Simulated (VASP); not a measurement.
Sc3Te in VASP: the effect of dispersion

Crystal: Sc3Te.

```
Sc Te
1.0
     0.00000    3.56950    3.56950
     3.56950    0.00000    3.56950
     3.56950    3.56950    0.00000
Sc Te
3 1
Cartesian
  1.7848 1.7848 1.7848
  5.3543 5.3543 5.3543
  3.5695 3.5695 3.5695
  0.0000 0.0000 0.0000
```

The cell was built by a generator and needn't be a form met in nature.

Alike in all runs:

```yaml
Program: VASP 6.6.1
Task: relaxation of cell and atoms
Functional: PBE
Potentials_or_basis: VASP PAW PBE potentials, release 64 (Sc_sv, Te)
Cutoff: 600 eV
k_mesh: 5 × 5 × 5
Occupations: fermi-dirac, width 0.05 eV
Spin: no spin polarisation
```

Each run relaxes the cell or the atoms first.

Problem. One run gave: relaxed volume 20.17 Å³/atom. Which dispersion did it use?
A. D3(BJ)
B. TS-HI
C. TS
D. D3
E. D4

Solution. C.

| dispersion | relaxed volume (Å³/atom) |
| --- | --- |
| none | 22.74 |
| D2 | 22.59 |
| D3 | 21.67 |
| D3(BJ) | 21.41 |
| D4 | 21.75 |
| TS | 20.17 |
| TS-HI | 21.11 |
| dDsC | 22.14 |
| rVV10 | 22.39 |

Caveats: pairwise dispersion overbinds metals, which lowers pressure and volume (some runs); atom-pairwise D2, TS and ULG terms overbind metals (some runs); the relaxation stopped at its first step, so nothing moved (some runs).
